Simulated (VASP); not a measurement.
Method: PBEsol GGA, VASP's PBE PAW potentials (set 64) (plane waves; VASP).

The input files of a VASP run:

KPOINTS:
```
k-points along high-symmetry lines
12
Line-mode
Reciprocal
  0.000000   0.000000   0.000000 ! GAMMA
  0.000000   0.000000  -0.500000 ! T

  0.000000   0.000000  -0.500000 ! T
 -0.328125   0.328125  -0.500000 ! H_2

 -0.343750   0.328125  -0.187500 ! H_0
  0.000000   0.500000   0.500000 ! L

  0.000000   0.500000   0.500000 ! L
  0.000000   0.000000   0.000000 ! GAMMA

  0.000000   0.000000   0.000000 ! GAMMA
 -0.335938   0.335938   0.000000 ! S_0

 -0.335938   0.328125  -0.343750 ! S_2
 -0.500000   0.000000  -1.000000 ! F

 -0.500000   0.000000  -1.000000 ! F
  0.000000   0.000000   0.000000 ! GAMMA
```

POSCAR:
```
K2Li2Cl4
23.023440
  0.0000000000   0.1211920300   0.1211920300
  0.1211920300   0.0000000000   0.1211920300
  0.4999999994   0.4999999994  -0.0152318794
Li Cl K
2 4 2
direct
  0.9695893573   0.9695893573   0.0228079820
  0.0304106427   0.0304106427   0.2271920180
  0.5000000000   0.5000000000   0.1250000000
  0.5624376053   0.5624376053   0.3281717960
  0.5000000000   0.5000000000   0.6250000000
  0.4375623947   0.4375623947   0.9218282040
  0.0310049421   0.0310049421   0.4767462934
  0.9689950579   0.9689950579   0.7732537066
```

INCAR:
```
! general
SYSTEM  =  K2Li2Cl4
PREC    =  Accurate
ENCUT   =  520
LREAL   =  F
LASPH   =  T
ICHARG  =  11

! electronic loop
EDIFF   =  1E-7
NELM    =  100
ALGO    =  Normal

! smearing
ISMEAR  =  0
SIGMA   =  0.05

! functional
GGA     =  PS

! output
LWAVE   =  F
LCHARG  =  F
LORBIT  =  11
```

POTCAR, in this order: Li_sv Cl K_sv (PBE.64 set). Program: vasp_std. Read from the step before: CHGCAR.

The resulting files:

OSZICAR:
```
       N       E                     dE             d eps       ncg     rms          rms(c)
DAV:   1     0.419473288641E+03    0.41947E+03   -0.23362E+04  5208   0.154E+03
DAV:   2     0.129832097212E+02   -0.40649E+03   -0.39833E+03  7123   0.377E+02
DAV:   3    -0.248157634791E+02   -0.37799E+02   -0.37727E+02  7644   0.101E+02
DAV:   4    -0.268206119796E+02   -0.20048E+01   -0.19998E+01  9683   0.228E+01
DAV:   5    -0.270119573208E+02   -0.19135E+00   -0.19133E+00  7925   0.370E+00
DAV:   6    -0.270131745855E+02   -0.12173E-02   -0.12172E-02  8008   0.504E-01
DAV:   7    -0.270132192330E+02   -0.44647E-04   -0.44646E-04  7829   0.850E-02
DAV:   8    -0.270132205004E+02   -0.12674E-05   -0.12673E-05  8640   0.138E-02
DAV:   9    -0.270132205523E+02   -0.51939E-07   -0.51971E-07  6365   0.255E-03
   1 F= -.27013221E+02 E0= -.27013221E+02  d E =-.155393E-25
```

**OUTCAR**
```
 val. band max:       -0.4859784252   @ k =  -0.0909   0.0000  -0.1818

 cond. band min:       4.5338764658   @ k =   0.0000   0.0000   0.0000



 k-point     1 :       0.0000    0.0000    0.0000
  band No.  band energies     occupation
      1     -43.5233      2.00000
      2     -43.5218      2.00000
      3     -27.9120      2.00000
      4     -27.9070      2.00000
      5     -13.5691      2.00000
      6     -13.3453      2.00000
      7     -13.3364      2.00000
      8     -12.9766      2.00000
      9     -11.4016      2.00000
     10     -11.4016      2.00000
     11     -11.4011      2.00000
     12     -11.4011      2.00000
     13     -11.3016      2.00000
     14     -11.0314      2.00000
     15      -2.5933      2.00000
     16      -1.7931      2.00000
     17      -1.7261      2.00000
     18      -1.0074      2.00000
     19      -1.0074      2.00000
     20      -0.8500      2.00000
     21      -0.8500      2.00000
     22      -0.7966      2.00000
     23      -0.7966      2.00000
     24      -0.6577      2.00000
     25      -0.6577      2.00000
     26      -0.4903      2.00000
     27       4.5339      0.00000
     28       5.7295      0.00000
     29       5.8360      0.00000
     30       6.3526      0.00000
     31       6.7614      0.00000

 k-point     2 :       0.0000    0.0000   -0.0455
  band No.  band energies     occupation
      1     -43.5233      2.00000
      2     -43.5218      2.00000
      3     -27.9120      2.00000
      4     -27.9070      2.00000
      5     -13.5686      2.00000
      6     -13.3582      2.00000
      7     -13.3235      2.00000
      8     -12.9772      2.00000
      9     -11.4016      2.00000
     10     -11.4016      2.00000
     11     -11.4011      2.00000
     12     -11.4011      2.00000
     13     -11.3015      2.00000
     14     -11.0315      2.00000
     15      -2.5920      2.00000
     16      -1.8209      2.00000
     17      -1.6979      2.00000
     18      -1.0072      2.00000
...
```

The density is held fixed in this step, so its total energy and stress have no physical meaning.

The structure was generated: K2Li2Cl4 was put into an ordered model structure (R-3m), which need not be its known phase. It was relaxed first.
